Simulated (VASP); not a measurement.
# ZrC: interstitial H from one void to a neighbouring one, part 2 of 2

Wanted: the minimum-energy path in ZrC for this move: interstitial H from one void to a neighbouring one. The start is a cell from a database of measured crystal structures.

VASP 6.6.1, plane waves and PAW; the level of theory is named at each step.

So far. Step 3 (Relax the start): The run ended after 8 ionic steps, 0.365 eV below its first step, once the forces on the free atoms met EDIFFG = -0.05. Step 4 (Relax the end): The run ended after 12 ionic steps, 0.461 eV below its first step, once the forces on the free atoms met EDIFFG = -0.05.

The database entry behind the starting cell differs from later determinations by our own check (an axis about 0.7 % long against later determinations), so it need not match the best structure at ambient conditions.

## Step 5: Nudged elastic band

Images on a straight line between the ends relax across the path, while springs keep them spaced along it.

The input, INCAR:

```
SYSTEM = Zr24HC24
PREC = Normal
ENCUT = 400
EDIFF = 1E-05
NELM = 120
ISMEAR = 1
SIGMA = 0.15
LREAL = Auto
ALGO = Fast
GGA = PE
NBANDS = 228
LASPH = .TRUE.
LWAVE = .FALSE.
LCHARG = .FALSE.
NCORE = 2
IMAGES = 3
SPRING = -5
IBRION = 3
POTIM = 0.15
NSW = 60
EDIFFG = -0.05
ISYM = 0
ISIF = 0
SMASS = 1
```

The input, POSCAR:

```
Zr24HC24
1.0
    2.3551177137      4.7102354274      7.0653531411
    9.4204708548      0.0000000000      9.4204708548
    7.0653531411      7.0653531411      0.0000000000
Zr C H
24 24 1
Direct
    0.2506607956      0.0627424265      0.1681063760
    0.2494828603      0.0625471678      0.5002180422
    0.2511493133      0.0627980620      0.8304326973
    0.2482339276      0.3132022779      0.1670664215
    0.2484027274      0.3129572362      0.5003607939
    0.2494878957      0.3124409318      0.8337344850
    0.2481821477      0.5627704665      0.1672110202
    0.2492168343      0.5620222069      0.5010860655
    0.2490209753      0.5627198582      0.8335454623
    0.2515080552      0.8089764663      0.1683307132
    0.2496046078      0.8123482057      0.5003771013
    0.2500405155      0.8122153677      0.8333918504
    0.7440297972      0.1897461865      0.1682437766
    0.7487736898      0.1878426028      0.5006292152
    0.7490839146      0.1878572268      0.8335129440
    0.7493180271      0.4370043816      0.1675240585
    0.7489883881      0.4376051413      0.5004587694
    0.7489086660      0.4375451625      0.8335292110
    0.7489956852      0.6875292019      0.1674484002
    0.7490910364      0.6876025972      0.5003126673
    0.7495335711      0.6872039557      0.8336454200
    0.7494397431      0.9374948193      0.1673913268
    0.7497163338      0.9372620892      0.4999748301
    0.7492142592      0.9379272357      0.8335090211
    0.9980763034      0.9995960605      0.9992135952
    0.9977485934      0.9995772435      0.3369010087
    0.9992980081      0.0001354907      0.6670319614
    0.9974324693      0.2528197289      0.9993604254
    0.9993889663      0.2501182016      0.3339202579
    0.9999301078      0.2498299484      0.6664795373
    0.9989614781      0.5000549611      0.0006041766
    0.9991564982      0.5001455758      0.3334539521
    0.9993156414      0.4997277440      0.6673010584
    0.9989750955      0.7502310114      0.0003639769
    0.9996854656      0.7494683249      0.3339308104
    0.9989895634      0.7501463471      0.6670740018
    0.4996786090      0.1249841631      0.0006457113
    0.4984210993      0.1255586346      0.3336971717
    0.4993071005      0.1251306295      0.6666315035
    0.4980327596      0.3755582880      0.0005533021
    0.4981556427      0.3752449340      0.3341173437
    0.4991715172      0.3751592851      0.6669883562
    0.4996853356      0.6243022286      0.0006418426
    0.4992660928      0.6245435453      0.3339746537
    0.4988748115      0.6251940947      0.6671003285
    0.5042342375      0.8728793320      0.9994162521
    0.4991358288      0.8753130530      0.3338965601
    0.4998498938      0.8748771838      0.6664201851
    0.1224266346      0.0304534819      0.0838239171
```

The input, KPOINTS:

```
Automatic mesh
0
Gamma
3 2 2
0 0 0
```

The input, 00/POSCAR:

```
Zr24HC24
1.0
    2.3551177137      4.7102354274      7.0653531411
    9.4204708548      0.0000000000      9.4204708548
    7.0653531411      7.0653531411      0.0000000000
Zr C H
24 24 1
Direct
    0.2506607956      0.0627424265      0.1681063760
    0.2494828603      0.0625471678      0.5002180422
    0.2511493133      0.0627980620      0.8304326973
    0.2482339276      0.3132022779      0.1670664215
    0.2484027274      0.3129572362      0.5003607939
    0.2494878957      0.3124409318      0.8337344850
    0.2481821477      0.5627704665      0.1672110202
    0.2492168343      0.5620222069      0.5010860655
    0.2490209753      0.5627198582      0.8335454623
    0.2515080552      0.8089764663      0.1683307132
    0.2496046078      0.8123482057      0.5003771013
    0.2500405155      0.8122153677      0.8333918504
    0.7440297972      0.1897461865      0.1682437766
    0.7487736898      0.1878426028      0.5006292152
    0.7490839146      0.1878572268      0.8335129440
    0.7493180271      0.4370043816      0.1675240585
    0.7489883881      0.4376051413      0.5004587694
    0.7489086660      0.4375451625      0.8335292110
    0.7489956852      0.6875292019      0.1674484002
    0.7490910364      0.6876025972      0.5003126673
    0.7495335711      0.6872039557      0.8336454200
    0.7494397431      0.9374948193      0.1673913268
    0.7497163338      0.9372620892      0.4999748301
    0.7492142592      0.9379272357      0.8335090211
    0.9980763034      0.9995960605      0.9992135952
    0.9977485934      0.9995772435      0.3369010087
    0.9992980081      0.0001354907      0.6670319614
    0.9974324693      0.2528197289      0.9993604254
    0.9993889663      0.2501182016      0.3339202579
    0.9999301078      0.2498299484      0.6664795373
    0.9989614781      0.5000549611      0.0006041766
    0.9991564982      0.5001455758      0.3334539521
    0.9993156414      0.4997277440      0.6673010584
    0.9989750955      0.7502310114      0.0003639769
    0.9996854656      0.7494683249      0.3339308104
    0.9989895634      0.7501463471      0.6670740018
    0.4996786090      0.1249841631      0.0006457113
    0.4984210993      0.1255586346      0.3336971717
    0.4993071005      0.1251306295      0.6666315035
    0.4980327596      0.3755582880      0.0005533021
    0.4981556427      0.3752449340      0.3341173437
    0.4991715172      0.3751592851      0.6669883562
    0.4996853356      0.6243022286      0.0006418426
    0.4992660928      0.6245435453      0.3339746537
    0.4988748115      0.6251940947      0.6671003285
    0.5042342375      0.8728793320      0.9994162521
    0.4991358288      0.8753130530      0.3338965601
    0.4998498938      0.8748771838      0.6664201851
    0.1224266346      0.0304534819      0.0838239171
```

The input, 01/POSCAR:

```
Zr24HC24
1.0
    2.3551177137      4.7102354274      7.0653531411
    9.4204708548      0.0000000000      9.4204708548
    7.0653531411      7.0653531411      0.0000000000
Zr C H
24 24 1
Direct
    0.2501255234      0.0627154290      0.1677876329
    0.2493400558      0.0624770932      0.5003436412
    0.2504221565      0.0628110408      0.8313911650
    0.2484527542      0.3130637220      0.1669949908
    0.2484179276      0.3129758384      0.5004172105
    0.2493990356      0.3124482050      0.8336995094
    0.2482278416      0.5628815461      0.1670784265
    0.2492478076      0.5621389176      0.5009500030
    0.2489999614      0.5626943009      0.8335559601
    0.2521153788      0.8093263897      0.1677488046
    0.2494222557      0.8123459858      0.5004570740
    0.2497571493      0.8122500888      0.8334740166
    0.7446809969      0.1900939307      0.1676323756
    0.7486133164      0.1878595830      0.5006569255
    0.7489168735      0.1878455193      0.8335635816
    0.7494823631      0.4370917172      0.1673556779
    0.7489575382      0.4375903775      0.5004197989
    0.7488822478      0.4376743231      0.8334440506
    0.7491682974      0.6874011389      0.1673694062
    0.7488811776      0.6876531928      0.5003850376
    0.7495516415      0.6871666064      0.8336680827
    0.7488908444      0.9374765191      0.1671304458
    0.7490186378      0.9372586839      0.5009487324
    0.7490898088      0.9378212929      0.8336332779
    0.9986145917      0.9998407262      0.9987382803
    0.9983246456      0.9998127769      0.3364174536
    0.9991170107      0.0001201744      0.6670692021
    0.9976881663      0.2522546706      0.9995610228
    0.9993319458      0.2500652538      0.3338771869
    0.9997129111      0.2498734388      0.6666263562
    0.9990080798      0.5000154518      0.0005811494
    0.9991115357      0.5001579660      0.3334871058
    0.9991739222      0.4998703811      0.6671972920
    0.9988208164      0.7502128466      0.0003601164
    0.9998653781      0.7489482573      0.3341865426
    0.9987822832      0.7501638735      0.6672281867
    0.4995110762      0.1249452080      0.0005514994
    0.4972725026      0.1259938815      0.3340182866
    0.4990700277      0.1251440298      0.6668953572
    0.4981882655      0.3755747902      0.0004681398
    0.4982326209      0.3753956317      0.3339555400
    0.4991634265      0.3751258070      0.6669468060
    0.4997401082      0.6244251672      0.0005003098
    0.4994444847      0.6245557245      0.3338387213
    0.4987977634      0.6251848143      0.6671059480
    0.5030793701      0.8732679910      0.9996959820
    0.4989498664      0.8752668783      0.3338349013
    0.4995515337      0.8749008213      0.6667456309
    0.0606320357      0.0153412002      0.1255769811
```

The input, 02/POSCAR:

```
Zr24HC24
1.0
    2.3551177137      4.7102354274      7.0653531411
    9.4204708548      0.0000000000      9.4204708548
    7.0653531411      7.0653531411      0.0000000000
Zr C H
24 24 1
Direct
    0.2495902513      0.0626884316      0.1674688898
    0.2491972512      0.0624070186      0.5004692402
    0.2496949997      0.0628240197      0.8323496327
    0.2486715807      0.3129251662      0.1669235600
    0.2484331279      0.3129944407      0.5004736272
    0.2493101755      0.3124554782      0.8336645337
    0.2482735354      0.5629926256      0.1669458328
    0.2492787808      0.5622556284      0.5008139405
    0.2489789476      0.5626687436      0.8335664578
    0.2527227024      0.8096763130      0.1671668960
    0.2492399036      0.8123437659      0.5005370468
    0.2494737830      0.8122848099      0.8335561828
    0.7453321966      0.1904416750      0.1670209746
    0.7484529429      0.1878765633      0.5006846358
    0.7487498324      0.1878338118      0.8336142192
    0.7496466991      0.4371790528      0.1671872973
    0.7489266884      0.4375756136      0.5003808284
    0.7488558296      0.4378034837      0.8333588901
    0.7493409096      0.6872730759      0.1672904122
    0.7486713188      0.6877037885      0.5004574080
    0.7495697119      0.6871292570      0.8336907454
    0.7483419456      0.9374582189      0.1668695647
    0.7483209418      0.9372552786      0.5019226348
    0.7489653584      0.9377153502      0.8337575348
    0.9991528800      1.0000853919      0.9982629654
    0.9989006977      1.0000483103      0.3359338984
    0.9989360133      0.0001048581      0.6671064428
    0.9979438632      0.2516896124      0.9997616202
    0.9992749253      0.2500123060      0.3338341158
    0.9994957144      0.2499169292      0.6667731752
    0.9990546816      0.4999759424      0.0005581223
    0.9990665732      0.5001703562      0.3335202594
    0.9990322030      0.5000130182      0.6670935255
    0.9986665373      0.7501946819      0.0003562558
    1.0000452906      0.7484281896      0.3344422747
    0.9985750030      0.7501813999      0.6673823715
    0.4993435434      0.1249062530      0.0004572874
    0.4961239058      0.1264291284      0.3343394015
    0.4988329550      0.1251574301      0.6671592108
    0.4983437714      0.3755912924      0.0003829774
    0.4983095990      0.3755463294      0.3337937362
    0.4991553358      0.3750923288      0.6669052558
    0.4997948808      0.6245481057      0.0003587770
    0.4996228766      0.6245679038      0.3337027889
    0.4987207153      0.6251755339      0.6671115675
    0.5019245028      0.8736566500      0.9999757118
    0.4987639040      0.8752207036      0.3337732424
    0.4992531736      0.8749244588      0.6670710766
   -0.0011625631      0.0002289185      0.1673300450
```

The input, 03/POSCAR:

```
Zr24HC24
1.0
    2.3551177137      4.7102354274      7.0653531411
    9.4204708548      0.0000000000      9.4204708548
    7.0653531411      7.0653531411      0.0000000000
Zr C H
24 24 1
Direct
    0.2490549792      0.0626614341      0.1671501467
    0.2490544466      0.0623369439      0.5005948392
    0.2489678429      0.0628369985      0.8333081004
    0.2488904072      0.3127866104      0.1668521293
    0.2484483282      0.3130130430      0.5005300438
    0.2492213154      0.3124627514      0.8336295580
    0.2483192292      0.5631037052      0.1668132391
    0.2493097540      0.5623723392      0.5006778780
    0.2489579338      0.5626431862      0.8335769556
    0.2533300260      0.8100262364      0.1665849874
    0.2490575515      0.8123415460      0.5006170195
    0.2491904168      0.8123195310      0.8336383491
    0.7459833964      0.1907894192      0.1664095737
    0.7482925694      0.1878935435      0.5007123460
    0.7485827912      0.1878221044      0.8336648568
    0.7498110352      0.4372663885      0.1670189167
    0.7488958385      0.4375608498      0.5003418580
    0.7488294114      0.4379326443      0.8332737296
    0.7495135218      0.6871450129      0.1672114181
    0.7484614601      0.6877543842      0.5005297784
    0.7495877823      0.6870919076      0.8337134081
    0.7477930469      0.9374399187      0.1666086837
    0.7476232457      0.9372518733      0.5028965371
    0.7488409079      0.9376094074      0.8338817916
    0.9996911683      1.0003300577      0.9977876505
    0.9994767498      1.0002838437      0.3354503432
    0.9987550159      0.0000895418      0.6671436835
    0.9981995602      0.2511245541      0.9999622177
    0.9992179048      0.2499593582      0.3337910448
    0.9992785177      0.2499604197      0.6669199942
    0.9991012834      0.4999364330      0.0005350952
    0.9990216106      0.5001827464      0.3335534130
    0.9988904838      0.5001556553      0.6669897590
    0.9985122582      0.7501765172      0.0003523953
    1.0002252031      0.7479081220      0.3346980068
    0.9983677228      0.7501989263      0.6675365564
    0.4991760107      0.1248672980      0.0003630755
    0.4949753091      0.1268643752      0.3346605165
    0.4985958822      0.1251708303      0.6674230644
    0.4984992772      0.3756077947      0.0002978150
    0.4983865772      0.3756970272      0.3336319325
    0.4991472451      0.3750588507      0.6668637057
    0.4998496533      0.6246710442      0.0002172442
    0.4998012686      0.6245800830      0.3335668565
    0.4986436672      0.6251662535      0.6671171870
    0.5007696354      0.8740453090      1.0002554416
    0.4985779415      0.8751745289      0.3337115836
    0.4989548135      0.8749480963      0.6673965224
   -0.0629571620     -0.0148833633      0.2090831090
```

The input, 04/POSCAR:

```
Zr24HC24
1.0
    2.3551177137      4.7102354274      7.0653531411
    9.4204708548      0.0000000000      9.4204708548
    7.0653531411      7.0653531411      0.0000000000
Zr C H
24 24 1
Direct
    0.2485197070      0.0626344366      0.1668314036
    0.2489116421      0.0622668693      0.5007204382
    0.2482406861      0.0628499773      0.8342665681
    0.2491092338      0.3126480545      0.1667806986
    0.2484635284      0.3130316452      0.5005864604
    0.2491324553      0.3124700246      0.8335945824
    0.2483649231      0.5632147848      0.1666806454
    0.2493407273      0.5624890499      0.5005418155
    0.2489369199      0.5626176289      0.8335874534
    0.2539373496      0.8103761598      0.1660030788
    0.2488751994      0.8123393261      0.5006969922
    0.2489070506      0.8123542521      0.8337205153
    0.7466345961      0.1911371634      0.1657981727
    0.7481321960      0.1879105237      0.5007400563
    0.7484157501      0.1878103969      0.8337154944
    0.7499753712      0.4373537241      0.1668505361
    0.7488649886      0.4375460860      0.5003028875
    0.7488029932      0.4380618049      0.8331885692
    0.7496861340      0.6870169499      0.1671324241
    0.7482516013      0.6878049798      0.5006021487
    0.7496058527      0.6870545583      0.8337360708
    0.7472441482      0.9374216185      0.1663478027
    0.7469255497      0.9372484680      0.5038704394
    0.7487164575      0.9375034646      0.8340060484
    1.0002294566      1.0005747234      0.9973123356
    1.0000528020      1.0005193771      0.3349667881
    0.9985740185      0.0000742255      0.6671809242
    0.9984552572      0.2505594958      1.0001628151
    0.9991608843      0.2499064104      0.3337479738
    0.9990613210      0.2500039101      0.6670668131
    0.9991478851      0.4998969237      0.0005120680
    0.9989766481      0.5001951366      0.3335865667
    0.9987487646      0.5002982924      0.6668859926
    0.9983579791      0.7501583524      0.0003485348
    1.0004051156      0.7473880544      0.3349537390
    0.9981604426      0.7502164527      0.6676907412
    0.4990084779      0.1248283429      0.0002688636
    0.4938267124      0.1272996221      0.3349816314
    0.4983588094      0.1251842306      0.6676869181
    0.4986547831      0.3756242969      0.0002126527
    0.4984635554      0.3758477249      0.3334701288
    0.4991391544      0.3750253726      0.6668221555
    0.4999044259      0.6247939828      0.0000757114
    0.4999796605      0.6245922622      0.3334309241
    0.4985666191      0.6251569731      0.6671228065
    0.4996147680      0.8744339680      1.0005351715
    0.4983919791      0.8751283542      0.3336499248
    0.4986564534      0.8749717338      0.6677219682
   -0.1247517609     -0.0299956450      0.2508361730
```

Potentials, in the order of the species: Zr_sv, C and H (PBE family, release 64).

Run with:

```console
> mpirun -np 6 vasp_std
```

The job ended after 2.5 h (6 MPI ranks of Intel Xeon Platinum 8488C (Sapphire Rapids), shared host; peak memory 3 GiB).

The run was stopped at its time limit, so it gives no result of its own.

## Step 6: Results

- result: none

The session ends without its result: «nudged elastic band» met its time limit.

[Lines on the potential files, build, host, timing and source positions are cut from VASP's logs without a mark.]

[Logs are printed without paths, hosts, clocks, repeated set-up lines and the standing remarks that a program may print on its own settings, such as how far it seeks lower states.]

[Hosts, paths, dates, database ids (printed as entryN), source tags and the programs' standing remarks are cut or masked in the printed files.]

[Runs that stopped without an error message from VASP are left out.]
